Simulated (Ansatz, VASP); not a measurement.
# Ru (generalised stacking fault on (001) of Ru (basal plane)) in two plane-wave programs, part 2 of 2

One calculation is typed for both programs; each brings its own data sets. How far apart do they land? Of the first pair: The structure shown is the start of the Ansatz relaxation below; VASP solves that cell, so the two are compared at the walk's first step.

VASP 6.6.1 and Ansatz 0.2.0.

So far. Step 3 (VASP: single point, PBE, start cell, pair 1): The run ends at a pressure of 2.57 GPa, with forces up to 0.25 eV/Å.

**5. Ansatz: relaxation, PBE**

Level of this step: Ansatz beside VASP: Kohn-Sham DFT, plane waves, PBE (Ansatz).

The two programs are compared at the cell with which this relaxation starts, whose forces are those of its first step.

The structure compared here is the start of the Ansatz relaxation; VASP solves that cell, so the two are compared at the walk's first step.

input.yaml

```yaml
crystal:
  lattice:
    - [2.715, 0.0, 0.0]
    - [-1.3575, 2.35126, 0.0]
    - [0.543, -0.3135, 25.68]
  atoms:
    - { symbol: Ru, position: [0.29602, 0.70398, 0.27988] }
    - { symbol: Ru, position: [0.95158, 0.04842, 0.3631] }
    - { symbol: Ru, position: [0.27388, 0.72612, 0.44586] }
    - { symbol: Ru, position: [0.92952, 0.07048, 0.52862] }
    - { symbol: Ru, position: [0.2518, 0.7482, 0.61159] }
    - { symbol: Ru, position: [0.90738, 0.09262, 0.69476] }
    - { symbol: Ru, position: [0.2296, 0.7704, 0.77798] }
    - { symbol: Ru, position: [0.88518, 0.11482, 0.86115] }
    - { symbol: Ru, position: [0.20746, 0.79254, 0.94412] }
    - { symbol: Ru, position: [0.86308, 0.13692, 0.02688] }
    - { symbol: Ru, position: [0.1854, 0.8146, 0.10964] }
    - { symbol: Ru, position: [0.84094, 0.15906, 0.19286] }
kpoints:
  mp_grid: { grid: [11, 11, 1] }
hamiltonian:
  xc: pbe
scf:
  occupations: { method: fermi_dirac, width: 0.1 }
output:
  forces: true
relax:
  f_tol: 0.05
  max_steps: 120
  constraints: [{ sites: [0, 1, 2, 3, 4, 5, 6, 7, 8, 9, 10, 11], fix: xy }]
```

Run with:

```console
$ ansatz run input.yaml --threads 6 --pin off --max-ram 102400MiB --backend cuda --events-out ev --progress --plain --runs-dir out
```

Numbers of over 12 decimals in the logs are rounded to 6 here.

The program printed:

```text
[...]
GPU FFT provider: cuFFT
GPU libraries: cuBLAS 13.8.2, cuFFT 12.4.0, cuSOLVER 12.3.4
Crystal: 12 atoms, lattice volume = 163.933 Å³
Basis set: ecut = 420 eV, 3241 PW (Γ), exchange–correlation on 40×40×360 points (8 copies of the dense FFT grid, shifted against one another)
Bands: 116, of which v1, the nominal top of the filled ones, is band 96 counted from 1 (95 counted from 0)
[...]
- { symbol: Ru, position: [0.251770, 0.748230, 0.611791] }
    - { symbol: Ru, position: [0.907376, 0.092624, 0.694765] }
    - { symbol: Ru, position: [0.229597, 0.770403, 0.777975] }
    - { symbol: Ru, position: [0.885203, 0.114797, 0.860949] }
    - { symbol: Ru, position: [0.207482, 0.792518, 0.943928] }
    - { symbol: Ru, position: [0.863014, 0.136986, 0.027429] }
    - { symbol: Ru, position: [0.185324, 0.814676, 0.110182] }
    - { symbol: Ru, position: [0.841030, 0.158970, 0.192235] }
[key lines of the parts left out:]
SCF converged after 6 iterations
Free energy (F): -70544.065979 eV
Fermi energy:    23.323992 eV
```

**6. VASP: single point, PBE, start cell, pair 2**

The same cell, functional, mesh and smearing now go to VASP, with its own data sets.

INCAR

```
SYSTEM = Ru
PREC = Accurate
ENCUT = 400
EDIFF = 1E-06
NELM = 120
ISMEAR = -1
SIGMA = 0.1
LREAL = .FALSE.
ALGO = Normal
GGA = PE
NBANDS = 104
LASPH = .TRUE.
LORBIT = 11
LWAVE = .FALSE.
LCHARG = .FALSE.
ISIF = 2
GGA_COMPAT = .FALSE.
KPAR = 2
```

POSCAR

```
Ru
1.0
    2.7150000000      0.0000000000      0.0000000000
   -1.3575000000      2.3512600000      0.0000000000
    0.5430000000     -0.3135000000     25.6800000000
Ru
12
Direct
    0.2960154676      0.7039800413      0.2798792835
    0.9515764348      0.0484190741      0.3630977415
    0.2738849096      0.7261105993      0.4458586449
    0.9295160921      0.0704794168      0.5286195483
    0.2517875811      0.7482079278      0.6115887850
    0.9073642464      0.0926312625      0.6947585670
    0.2296022465      0.7703932625      0.7779789720
    0.8851789118      0.1148165971      0.8611487540
    0.2074504008      0.7925451081      0.9441179907
    0.8630815833      0.1369139256      0.0268788941
    0.1853900581      0.8146054508      0.1096397975
    0.8409510253      0.1590444836      0.1928582555
```

KPOINTS

```
Automatic mesh
0
Gamma
11 11 1
0 0 0
```

Potentials, in the order of the species: Ru_pv (PBE family, release 64).

Run with:

```console
$ mpirun -np 2 vasp_std
```

The program printed:

```text
[... set-up lines as in an earlier step ...]
 entering main loop
       N       E                     dE             d eps       ncg     rms          rms(c)
DAV:   1     0.197165968359E+04    0.19717E+04   -0.86403E+04  7616   0.149E+03
DAV:   2    -0.333685080321E+02   -0.20050E+04   -0.19337E+04  7768   0.521E+02
DAV:   3    -0.115573082981E+03   -0.82205E+02   -0.76644E+02  8592   0.105E+02
DAV:   4    -0.118084277865E+03   -0.25112E+01   -0.24501E+01  8504   0.144E+01
[...]
DAV:  24    -0.110590694063E+03    0.55645E-05   -0.38713E-06  4728   0.130E-02    0.241E-02
DAV:  25    -0.110590691483E+03    0.25802E-05   -0.30778E-06  5168   0.102E-02    0.149E-02
DAV:  26    -0.110590690568E+03    0.91536E-06   -0.16060E-06  4592   0.743E-03
   1 F= -.11059069E+03 E0= -.11041342E+03  d E =-.354550E+00
```

Parts of OUTCAR (step 6):

```text
  Total        1.2159719      1.8442391      4.5254095      0.5440941      0.3027088     -0.5243061
  in kB       11.8841638     18.0244614     44.2285761      5.3176418      2.9584899     -5.1242458
  external PRESSURE =      24.7124004 kB  Pullay stress =       0.0000000 kB

 POSITION                                       TOTAL-FORCE (eV/Angst)
 -----------------------------------------------------------------------------------
      0.00000      1.56750      7.18730        -0.473309      0.273265      0.371616
      2.71496      0.00001      9.32435         0.115001     -0.066396     -0.217521
      0.00000      1.56750     11.44965         0.000664     -0.000384     -0.165740
      2.71500     -0.00001     13.57495        -0.031558      0.018220      0.117109
      0.00000      1.56750     15.70560         0.011161     -0.006444      0.077752
      2.71500     -0.00001     17.84140        -0.024087      0.013907     -0.006086
      0.00000      1.56750     19.97850         0.024087     -0.013907      0.006086
      2.71500     -0.00001     22.11430        -0.011161      0.006444     -0.077752
      0.00000      1.56750     24.24495         0.031558     -0.018220     -0.117109
      2.17200      0.31349      0.69025        -0.000664      0.000384      0.165740
     -0.54296      1.88098      2.81555        -0.115001      0.066396      0.217521
      2.17200      0.31349      4.95260         0.473309     -0.273265     -0.371616
 -----------------------------------------------------------------------------------
    total drift:                                0.012313      0.060599     -0.000166

  FREE ENERGIE OF THE ION-ELECTRON SYSTEM (eV)
  ---------------------------------------------------
  free  energy   TOTEN  =      -110.5906905678 eV

  energy  without entropy=     -110.2361405224  energy(sigma->0) =     -110.41341555

[... 1 part as in an earlier step ...]

[... 2 further parts left out ...]
[key lines of the parts left out:]
E-fermi :  12.7064
```

The run ends at a pressure of 2.47 GPa, with forces up to 0.66 eV/Å.

**7. Comparison**

What differs besides the data sets and the points named for the pairs above, as far as they apply: the data sets hold 192 valence electrons in Ansatz (on its default PAW (the set named soft_2) files) and 168 in VASP. Total energies have different zeros and are not compared.

Forces on 7 of the 12 atoms, those with the largest forces and the largest differences (eV/Å; atoms numbered as in POSCAR):

```csv
atom,"Ansatz x, y, z","VASP x, y, z"
Ru1,"-0.474, 0.274, 0.374","-0.473, 0.273, 0.372"
Ru2,"0.116, -0.067, -0.218","0.115, -0.066, -0.218"
Ru3,"0.001, -0.001, -0.167","0.001, 0.000, -0.166"
Ru9,"0.031, -0.018, -0.117","0.032, -0.018, -0.117"
Ru10,"-0.001, 0.001, 0.167","-0.001, 0.000, 0.166"
Ru11,"-0.116, 0.067, 0.218","-0.115, 0.066, 0.218"
Ru12,"0.474, -0.274, -0.374","0.473, -0.273, -0.372"
```

The forces differ by 0.7 meV/Å r.m.s., which is 0.4 % of the r.m.s. force of 0.175 eV/Å (both taken over all components).

**8. Ansatz: relaxation, PBE**

This run makes the geometry at which the two programs are then compared.

The structure compared here is the end of the Ansatz relaxation.

input.yaml is that of step 5.

Run with:

```console
$ ansatz run input.yaml --threads 6 --pin off --max-ram 102400MiB --backend cuda --events-out ev --progress --plain --runs-dir out
```

The program printed:

```text
[...]
GPU FFT provider: cuFFT
GPU libraries: cuBLAS 13.8.2, cuFFT 12.4.0, cuSOLVER 12.3.4
Crystal: 12 atoms, lattice volume = 163.933 Å³
Basis set: ecut = 420 eV, 3241 PW (Γ), exchange–correlation on 40×40×360 points (8 copies of the dense FFT grid, shifted against one another)
Bands: 116, of which v1, the nominal top of the filled ones, is band 96 counted from 1 (95 counted from 0)
[...]
- { symbol: Ru, position: [0.251770, 0.748230, 0.611791] }
    - { symbol: Ru, position: [0.907376, 0.092624, 0.694765] }
    - { symbol: Ru, position: [0.229597, 0.770403, 0.777975] }
    - { symbol: Ru, position: [0.885203, 0.114797, 0.860949] }
    - { symbol: Ru, position: [0.207482, 0.792518, 0.943928] }
    - { symbol: Ru, position: [0.863014, 0.136986, 0.027429] }
    - { symbol: Ru, position: [0.185324, 0.814676, 0.110182] }
    - { symbol: Ru, position: [0.841030, 0.158970, 0.192235] }
[key lines of the parts left out:]
SCF converged after 6 iterations
Free energy (F): -70544.065979 eV
Fermi energy:    23.323992 eV
```

**9. VASP: single point, PBE, relaxed cell, pair 3**

The same cell, functional, mesh and smearing now go to VASP, with its own data sets.

INCAR is that of step 6.

POSCAR

```
Ru
1.0
    2.7150000000      0.0000000000      0.0000000000
   -1.3575000000      2.3512590000      0.0000000000
    0.5430000000     -0.3135000000     25.6800000000
Ru
12
Direct
    0.2959400000      0.7040600000      0.2805100000
    0.9516500000      0.0483500000      0.3625600000
    0.2739600000      0.7260400000      0.4453100000
    0.9294900000      0.0705100000      0.5288100000
    0.2517700000      0.7482300000      0.6117900000
    0.9073750000      0.0926250000      0.6947600000
    0.2295950000      0.7704050000      0.7779800000
    0.8852000000      0.1148000000      0.8609500000
    0.2074800000      0.7925200000      0.9439300000
    0.8630100000      0.1369900000      0.0274300000
    0.1853200000      0.8146800000      0.1101800000
    0.8410300000      0.1589700000      0.1922300000
```

KPOINTS is that of step 6.

Run with:

```console
$ mpirun -np 2 vasp_std
```

The program printed:

```text
[... set-up lines as in an earlier step ...]
 entering main loop
       N       E                     dE             d eps       ncg     rms          rms(c)
DAV:   1     0.197199358406E+04    0.19720E+04   -0.86417E+04  7616   0.150E+03
DAV:   2    -0.335445588512E+02   -0.20055E+04   -0.19341E+04  7784   0.521E+02
DAV:   3    -0.115552852665E+03   -0.82008E+02   -0.76543E+02  8640   0.105E+02
DAV:   4    -0.118081125881E+03   -0.25283E+01   -0.24585E+01  8424   0.143E+01
[...]
DAV:  22    -0.110602849817E+03    0.97825E-05   -0.11451E-05  7488   0.220E-02    0.232E-02
DAV:  23    -0.110602847425E+03    0.23926E-05   -0.28469E-06  4800   0.106E-02    0.118E-02
DAV:  24    -0.110602846781E+03    0.64330E-06   -0.14612E-06  4720   0.712E-03
   1 F= -.11060285E+03 E0= -.11042649E+03  d E =-.352719E+00
```

OUTCAR, selected parts (step 9):

```text
  Total        1.2588597      1.8346971      4.6810181      0.4986897      0.2754036     -0.4770123
  in kB       12.3033272     17.9312112     45.7494181      4.8738897      2.6916270     -4.6620271
  external PRESSURE =      25.3279855 kB  Pullay stress =       0.0000000 kB

 POSITION                                       TOTAL-FORCE (eV/Angst)
 -----------------------------------------------------------------------------------
      0.00003      1.56749      7.20350        -0.423371      0.244433     -0.007949
      2.71496      0.00002      9.31054         0.107394     -0.062004      0.002998
      0.00001      1.56750     11.43556        -0.000670      0.000387      0.001034
      2.71499      0.00001     13.57984        -0.030198      0.017435     -0.000203
      0.00004      1.56749     15.71077         0.010821     -0.006247     -0.000643
      2.71504     -0.00002     17.84144        -0.023776      0.013727      0.003042
     -0.00003      1.56752     19.97853         0.023776     -0.013727     -0.003042
      2.71497      0.00002     22.10920        -0.010821      0.006247      0.000643
      0.00002      1.56750     24.24012         0.030198     -0.017435      0.000203
      2.17200      0.31350      0.70440         0.000670     -0.000387     -0.001034
     -0.54296      1.88098      2.82942        -0.107394      0.062004     -0.002998
      2.17198      0.31352      4.93647         0.423371     -0.244433      0.007949
 -----------------------------------------------------------------------------------
    total drift:                                0.000012     -0.000007     -0.000077

  FREE ENERGIE OF THE ION-ELECTRON SYSTEM (eV)
  ---------------------------------------------------
  free  energy   TOTEN  =      -110.6028467812 eV

  energy  without entropy=     -110.2501281501  energy(sigma->0) =     -110.42648747

[... 1 part as in an earlier step ...]

[... 2 further parts left out ...]
[key lines of the parts left out:]
E-fermi :  12.7075
```

The run ends at a pressure of 2.53 GPa, with forces up to 0.49 eV/Å.

**10. Comparison**

What differs besides the data sets and the points named for the pairs above, as far as they apply: the data sets hold 192 valence electrons in Ansatz (on its default PAW (the set named soft_2) files) and 168 in VASP. Total energies have different zeros and are not compared.

Forces on 7 of the 12 atoms, those with the largest forces and the largest differences (eV/Å; atoms numbered as in POSCAR):

```csv
atom,"Ansatz x, y, z","VASP x, y, z"
Ru1,"-0.425, 0.245, 0.000","-0.423, 0.244, -0.008"
Ru2,"0.108, -0.062, 0.001","0.107, -0.062, 0.003"
Ru4,"-0.030, 0.017, 0.001","-0.030, 0.017, 0.000"
Ru7,"0.024, -0.014, 0.000","0.024, -0.014, -0.003"
Ru9,"0.030, -0.017, -0.001","0.030, -0.017, 0.000"
Ru11,"-0.108, 0.062, -0.001","-0.107, 0.062, -0.003"
Ru12,"0.425, -0.245, 0.000","0.423, -0.244, 0.008"
```

The forces differ by 2.1 meV/Å r.m.s., which is 1.8 % of the r.m.s. force of 0.119 eV/Å (both taken over all components).

**11. What came out**

| Property | Result |
| --- | --- |
| r.m.s. force difference (single point, PBE, start cell, pair 1) | 0.91 meV/Å |
| r.m.s. force difference (single point, PBE, start cell, pair 2) | 0.67 meV/Å |
| r.m.s. force difference (single point, PBE, relaxed cell, pair 3) | 2.1 meV/Å |

**Reading.** The r.m.s. force difference is 2.1 meV/Å (single point, PBE, relaxed cell, pair 3), within the 12 meV/Å picked in this series as the mark of a large difference. The data sets hold unlike numbers of valence electrons (192 in Ansatz and 168 in VASP), so part of the differences comes from the potentials. 2 further runs of this series are not shown here. How closely two codes agree says nothing of how well the functional describes the real material.

[Lines on the potential files, build, host, timing and source positions are cut from VASP's logs without a mark.]

[Logs are printed without paths, hosts, clocks, repeated set-up lines and the standing remarks that a program may print on its own settings, such as how far it seeks lower states.]

[Hosts, paths, dates, database ids (printed as entryN), source tags and the programs' standing remarks are cut or masked in the printed files.]
